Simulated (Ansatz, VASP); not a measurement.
# Two plane-wave programs on SiSn2

File INCAR:

```
SYSTEM = SiSn2
PREC = Accurate
ENCUT = 600
EDIFF = 1E-7
ISMEAR = 0
SIGMA = 0.1
LREAL = .FALSE.
LASPH = .TRUE.
NELM = 60
ALGO = Fast
ISIF = 3
LWAVE = .FALSE.
LCHARG = .FALSE.
GGA = PE
IBRION = 2
NSW = 90
EDIFFG = -0.04
```

Contents of KPOINTS:

```
regular mesh
0
G
  6 6 1
  0 0 0
```

The input POSCAR:

```
SiSn2
1.0
    3.2351875500      0.0000000000      0.0000000000
   -1.6175937800      2.8017546100      0.0000000000
    0.0000000000      0.0000000000     15.7408526800
Si Sn
2 4
Direct
    0.3333333300      0.6666666700      0.6666666700
    0.3333333300      0.6666666700      0.3333333300
    0.6666666700      0.3333333300      0.8333333300
    0.6666666700      0.3333333300      0.1666666700
    0.6666666700      0.3333333300      0.5000000000
    0.3333333300      0.6666666700      0.0000000000
```

Input for Ansatz:

```yaml
crystal:
  lattice:
    - [3.23518755, 0.0, 0.0]
    - [-1.61759378, 2.80175461, 0.0]
    - [0.0, 0.0, 15.74085268]
  atoms:
    - { symbol: Si, position: [0.33333333, 0.66666667, 0.66666667] }
    - { symbol: Si, position: [0.33333333, 0.66666667, 0.33333333] }
    - { symbol: Sn, position: [0.66666667, 0.33333333, 0.83333333] }
    - { symbol: Sn, position: [0.66666667, 0.33333333, 0.16666667] }
    - { symbol: Sn, position: [0.66666667, 0.33333333, 0.5] }
    - { symbol: Sn, position: [0.33333333, 0.66666667, 0.0] }
basis:
  ecutwfc: 420
kpoints:
  mp_grid: { grid: [6, 6, 1] }
hamiltonian:
  xc: pbe
scf:
  occupations: { method: gaussian, width: 0.1 }
  lower_state_search: "off"
output:
  forces: true
  stress: true
  eigenvalues: true
relax:
  adjacent_minimum: "off"
  f_tol: 0.04
  max_steps: 70
  cell: { stress_tol: 0.4 }
```

Alike in both runs: task relaxation of cell and atoms; functional PBE; k mesh 6 × 6 × 1; occupations gaussian, width 0.1 eV; no spin polarisation.

|  | VASP | Ansatz |
| --- | --- | --- |
| version | VASP 6.6.1 | Ansatz 0.2.0 |
| potentials or method | VASP PAW PBE potentials, release 64 (Si, Sn_d) | scalar-relativistic, plane waves, PAW |
| plane-wave cutoff (eV) | 600 | 420 |
| valence electrons in the cell | 64 | 64 |

Ansatz gave:

```
gap on the k mesh at the Fermi level, each at its own relaxed structure (eV) : none
relaxed volume (Å³/atom)                                                     : 24.35
relaxed cell length with the largest relative difference (Å)                 : 15.736
energy change over the relaxation (meV/atom)                                 : -88
```

Question: What did VASP give for the same quantities?

Answer: gap on the k mesh at the Fermi level, each at its own relaxed structure (eV): none; relaxed volume (Å³/atom): 23.53; relaxed cell length with the largest relative difference (Å): 13.992; energy change over the relaxation (meV/atom): -148.

A gap of «none» marks a metal or a gap that the smearing closes. One of these differences is far larger than is usual between the two programs; its cause wasn't traced.

Caveats: the k mesh is coarse (spacing up to 0.40 Å⁻¹), so the values aren't converged.
